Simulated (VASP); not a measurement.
OSZICAR of a VASP run on Y:

### OSZICAR
```
...
DAV:  11    -0.381125077458E+02    0.92218E-01   -0.48038E-01  1636   0.253E+00    0.151E+00
DAV:  12    -0.381100542957E+02    0.24535E-02   -0.49830E-02  1620   0.850E-01    0.626E-01
DAV:  13    -0.381114152361E+02   -0.13609E-02   -0.61902E-03  1732   0.232E-01    0.301E-01
DAV:  14    -0.381127916597E+02   -0.13764E-02   -0.23120E-03  1484   0.151E-01    0.146E-01
DAV:  15    -0.381137147162E+02   -0.92306E-03   -0.50594E-04  1556   0.791E-02    0.552E-02
DAV:  16    -0.381145646888E+02   -0.84997E-03   -0.41183E-04  1149   0.523E-02    0.782E-02
DAV:  17    -0.381148499126E+02   -0.28522E-03   -0.10469E-04  1116   0.301E-02    0.447E-02
DAV:  18    -0.381150474251E+02   -0.19751E-03   -0.95017E-05  1062   0.231E-02    0.273E-02
DAV:  19    -0.381150789036E+02   -0.31478E-04   -0.46118E-05  1188   0.187E-02    0.107E-02
DAV:  20    -0.381150981726E+02   -0.19269E-04   -0.96171E-06   934   0.100E-02    0.112E-02
DAV:  21    -0.381151130315E+02   -0.14859E-04   -0.38903E-06   889   0.560E-03    0.503E-03
DAV:  22    -0.381151289184E+02   -0.15887E-04   -0.33577E-06   898   0.457E-03    0.284E-03
DAV:  23    -0.381151507966E+02   -0.21878E-04   -0.20744E-06   874   0.346E-03    0.273E-03
DAV:  24    -0.381151606012E+02   -0.98046E-05   -0.97171E-07   858   0.237E-03
   1 F= -.38115161E+02 E0= -.38116203E+02  d E =-.381152E+02
       N       E                     dE             d eps       ncg     rms          rms(c)
DAV:   1    -0.381233237484E+02   -0.81730E-02   -0.29011E+00  1170   0.967E+00    0.410E-01
DAV:   2    -0.381376721195E+02   -0.14348E-01   -0.14952E-01  1346   0.171E+00    0.311E-01
DAV:   3    -0.381378434384E+02   -0.17132E-03   -0.84843E-03  1853   0.368E-01    0.258E-01
DAV:   4    -0.381376572970E+02    0.18614E-03   -0.97239E-04  1549   0.125E-01    0.170E-01
DAV:   5    -0.381374493020E+02    0.20799E-03   -0.45733E-04  1630   0.136E-01    0.772E-02
DAV:   6    -0.381374442811E+02    0.50209E-05   -0.20609E-04  1500   0.807E-02    0.505E-02
DAV:   7    -0.381374452813E+02   -0.10002E-05   -0.73695E-05  1244   0.350E-02
   2 F= -.38137445E+02 E0= -.38139159E+02  d E =-.222847E-01
       N       E                     dE             d eps       ncg     rms          rms(c)
DAV:   1    -0.380529936889E+02    0.84451E-01   -0.26125E+01  1170   0.290E+01    0.125E+00
DAV:   2    -0.381842546100E+02   -0.13126E+00   -0.13745E+00  1318   0.523E+00    0.899E-01
DAV:   3    -0.381857381301E+02   -0.14835E-02   -0.71902E-02  1869   0.116E+00    0.600E-01
DAV:   4    -0.381835180636E+02    0.22201E-02   -0.54307E-03  1542   0.447E-01    0.324E-01
DAV:   5    -0.381832649326E+02    0.25313E-03   -0.49053E-03  1628   0.331E-01    0.374E-01
DAV:   6    -0.381828973894E+02    0.36754E-03   -0.22227E-03  1863   0.168E-01    0.114E-01
DAV:   7    -0.381829025746E+02   -0.51852E-05   -0.39014E-04  1588   0.839E-02    0.434E-02
DAV:   8    -0.381829090540E+02   -0.64794E-05   -0.45451E-05  1245   0.297E-02
   3 F= -.38182909E+02 E0= -.38186390E+02  d E =-.677485E-01
       N       E                     dE             d eps       ncg     rms          rms(c)
DAV:   1    -0.376062065242E+02    0.57670E+00   -0.10464E+02  1170   0.580E+01    0.291E+00
DAV:   2    -0.381709028593E+02   -0.56470E+00   -0.59307E+00  1385   0.110E+01    0.213E+00
DAV:   3    -0.381726598758E+02   -0.17570E-02   -0.32439E-01  1847   0.253E+00    0.142E+00
DAV:   4    -0.381671967561E+02    0.54631E-02   -0.47499E-02  1540   0.859E-01    0.127E+00
DAV:   5    -0.381588042695E+02    0.83925E-02   -0.18900E-02  1743   0.722E-01    0.466E-01
DAV:   6    -0.381581586872E+02    0.64558E-03   -0.91377E-03  1525   0.493E-01    0.206E-01
DAV:   7    -0.381583960415E+02   -0.23735E-03   -0.35760E-03  1516   0.233E-01    0.939E-02
DAV:   8    -0.381584309006E+02   -0.34859E-04   -0.18408E-04  1492   0.691E-02    0.437E-02
DAV:   9    -0.381584434514E+02   -0.12551E-04   -0.37847E-05  1308   0.215E-02    0.324E-02
DAV:  10    -0.381584479940E+02   -0.45426E-05   -0.28655E-05  1102   0.221E-02
   4 F= -.38158448E+02 E0= -.38161023E+02  d E =-.432874E-01
       N       E                     dE             d eps       ncg     rms          rms(c)
DAV:   1    -0.379628063729E+02    0.19564E+00   -0.45645E+01  1170   0.386E+01    0.167E+00
DAV:   2    -0.381957112391E+02   -0.23290E+00   -0.24267E+00  1331   0.698E+00    0.132E+00
DAV:   3    -0.381988392814E+02   -0.31280E-02   -0.13534E-01  1860   0.155E+00    0.891E-01
DAV:   4    -0.381967416102E+02    0.20977E-02   -0.19222E-02  1615   0.610E-01    0.877E-01
DAV:   5    -0.381933345393E+02    0.34071E-02   -0.10992E-02  1516   0.462E-01    0.315E-01
DAV:   6    -0.381931193063E+02    0.21523E-03   -0.33927E-03  1566   0.327E-01    0.229E-01
DAV:   7    -0.381931782639E+02   -0.58958E-04   -0.14476E-03  1676   0.126E-01    0.152E-01
DAV:   8    -0.381931543845E+02    0.23879E-04   -0.27417E-04  1516   0.671E-02    0.285E-02
DAV:   9    -0.381931649426E+02   -0.10558E-04   -0.60483E-05  1260   0.393E-02    0.204E-02
DAV:  10    -0.381931648660E+02    0.76592E-07   -0.70791E-06   879   0.173E-02
   5 F= -.38193165E+02 E0= -.38197107E+02  d E =-.780043E-01
       N       E                     dE             d eps       ncg     rms          rms(c)
DAV:   1    -0.381906388159E+02    0.25261E-02   -0.17593E+00  1210   0.707E+00    0.409E-01
DAV:   2    -0.381987456990E+02   -0.81069E-02   -0.86744E-02  1338   0.127E+00    0.310E-01
DAV:   3    -0.381986716884E+02    0.74011E-04   -0.68142E-03  1886   0.267E-01    0.254E-01
DAV:   4    -0.381985002463E+02    0.17144E-03   -0.46342E-04  1517   0.855E-02    0.163E-01
DAV:   5    -0.381983358969E+02    0.16435E-03   -0.93404E-04  1668   0.155E-01    0.759E-02
DAV:   6    -0.381983231916E+02    0.12705E-04   -0.34166E-04  1540   0.729E-02    0.462E-02
DAV:   7    -0.381983208345E+02    0.23571E-05   -0.29366E-05  1183   0.241E-02
   6 F= -.38198321E+02 E0= -.38202130E+02  d E =-.515597E-02
       N       E                     dE             d eps       ncg     rms          rms(c)
DAV:   1    -0.381838676608E+02    0.14456E-01   -0.39110E+00  1218   0.105E+01    0.619E-01
DAV:   2    -0.382018542481E+02   -0.17987E-01   -0.19276E-01  1338   0.189E+00    0.458E-01
DAV:   3    -0.382017198728E+02    0.13438E-03   -0.15215E-02  1886   0.398E-01    0.378E-01
DAV:   4    -0.382012930636E+02    0.42681E-03   -0.11105E-03  1517   0.134E-01    0.231E-01
DAV:   5    -0.382009526609E+02    0.34040E-03   -0.20121E-03  1684   0.228E-01    0.112E-01
DAV:   6    -0.382009276273E+02    0.25034E-04   -0.72445E-04  1556   0.104E-01    0.683E-02
DAV:   7    -0.382009212346E+02    0.63927E-05   -0.62449E-05  1380   0.338E-02
   7 F= -.38200921E+02 E0= -.38204440E+02  d E =-.775637E-02
       N       E                     dE             d eps       ncg     rms          rms(c)
DAV:   1    -0.382008580609E+02    0.69566E-04   -0.20265E-02  1260   0.752E-01    0.471E-02
DAV:   2    -0.382009526494E+02   -0.94589E-04   -0.99736E-04  1338   0.135E-01    0.421E-02
DAV:   3    -0.382009481590E+02    0.44904E-05   -0.85878E-05  1526   0.298E-02    0.253E-02
DAV:   4    -0.382009463852E+02    0.17738E-05   -0.57553E-06   844   0.124E-02
   8 F= -.38200946E+02 E0= -.38204491E+02  d E =-.778152E-02
       N       E                     dE             d eps       ncg     rms          rms(c)
DAV:   1    -0.382007792606E+02    0.16890E-03   -0.33481E-02  1254   0.969E-01    0.551E-02
DAV:   2    -0.382009319601E+02   -0.15270E-03   -0.16159E-03  1346   0.171E-01    0.423E-02
DAV:   3    -0.382009297921E+02    0.21680E-05   -0.11744E-04  1613   0.361E-02    0.351E-02
DAV:   4    -0.382009262952E+02    0.34968E-05   -0.74536E-06   873   0.143E-02
   9 F= -.38200926E+02 E0= -.38204500E+02  d E =-.776143E-02
       N       E                     dE             d eps       ncg     rms          rms(c)
DAV:   1    -0.382009010749E+02    0.28717E-04   -0.93290E-03  1252   0.518E-01    0.333E-02
DAV:   2    -0.382009470059E+02   -0.45931E-04   -0.49664E-04  1303   0.949E-02    0.309E-02
DAV:   3    -0.382009449418E+02    0.20641E-05   -0.42235E-05  1262   0.211E-02    0.161E-02
DAV:   4    -0.382009440728E+02    0.86901E-06   -0.42061E-06   774   0.997E-03
  10 F= -.38200944E+02 E0= -.38204502E+02  d E =-.777921E-02
       N       E                     dE             d eps       ncg     rms          rms(c)
DAV:   1    -0.382004088373E+02    0.53610E-03   -0.22522E-01  1170   0.238E+00    0.153E-01
DAV:   2    -0.382015720925E+02   -0.11633E-02   -0.12001E-02  1223   0.418E-01    0.862E-02
DAV:   3    -0.382015708829E+02    0.12096E-05   -0.59193E-04  1796   0.929E-02    0.603E-02
DAV:   4    -0.382015587038E+02    0.12179E-04   -0.10285E-04  1405   0.410E-02    0.498E-02
DAV:   5    -0.382015446055E+02    0.14098E-04   -0.39906E-05  1208   0.305E-02    0.177E-02
DAV:   6    -0.382015455290E+02   -0.92346E-06   -0.14272E-05   937   0.174E-02
  11 F= -.38201546E+02 E0= -.38205075E+02  d E =-.601456E-03
       N       E                     dE             d eps       ncg     rms          rms(c)
DAV:   1    -0.381971115233E+02    0.44331E-02   -0.10441E+00  1170   0.514E+00    0.330E-01
DAV:   2    -0.382024818451E+02   -0.53703E-02   -0.55383E-02  1237   0.904E-01    0.190E-01
DAV:   3    -0.382024750546E+02    0.67904E-05   -0.27533E-03  1820   0.199E-01    0.137E-01
DAV:   4    -0.382024105576E+02    0.64497E-04   -0.43123E-04  1469   0.821E-02    0.103E-01
DAV:   5    -0.382023425478E+02    0.68010E-04   -0.15313E-04  1423   0.691E-02    0.350E-02
DAV:   6    -0.382023477748E+02   -0.52270E-05   -0.83298E-05  1350   0.362E-02
  12 F= -.38202348E+02 E0= -.38205796E+02  d E =-.140370E-02
```

Which electronic solver shows in the log?

It is blocked Davidson (ALGO = Normal, or the opening steps of other solvers). The INCAR had ALGO = Normal.

Can the final energy be trusted as converged?

The calculation finished and met its thresholds. It stopped with EDIFF = 1E-5, NELM = 100, NSW = 50 and EDIFFG = -0.03 after 12 ionic steps (PBEsol GGA, plane waves, VASP's PBE PAW potentials (set 64)).

The cell is a thin slab with vacuum, built from Y (hcp): (100) face.
